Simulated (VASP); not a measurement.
Input:

```
CELL_PARAMETERS angstrom
      1.27756    -2.21280     0.00000
      1.27756     2.21280     0.00000
      0.00000     0.00000     4.22543
ATOMIC_POSITIONS crystal
  B  0.66667 0.33333 0.50024
  B  0.33333 0.66667 0.00024
  N  0.66667 0.33333 0.87476
  N  0.33333 0.66667 0.37476
```

These are PBE GGA, VASP's PBE PAW potentials (set 64) (plane waves; VASP) values and carry that method's errors. Run with 520 eV cut-off, Gaussian smearing of 0.050 eV, potentials B N.

Q: Give the energies of bands 3 to 11 at the high-symmetry points, in eV from the valence-band maximum.

A: 
```tsv
band	Γ	M	K	A	L	H
3	-10.82	-9.41	-9.13	-5.67	-9.93	-8.77
4	-2.10	-7.74	-7.16	-5.67	-9.93	-8.77
5	-2.10	-6.85	-7.16	-1.17	-3.73	-7.64
6	-0.27	-4.93	-5.37	-1.17	-3.73	-7.64
7	0.00	-4.36	-5.37	-1.17	-3.54	-3.00
8	0.00	-2.09	-5.37	-1.17	-3.54	-3.00
9	8.33	6.67	5.21	9.39	6.55	9.25
10	8.33	7.93	13.36	9.39	6.55	9.25
11	8.55	10.55	13.37	9.87	9.97	10.15
```

The gap is indirect, 5.21 eV, from the valence maximum at Γ to the conduction minimum at K.

The compound is BN in the wurtzite structure, a metastable high-pressure form. It was relaxed first.
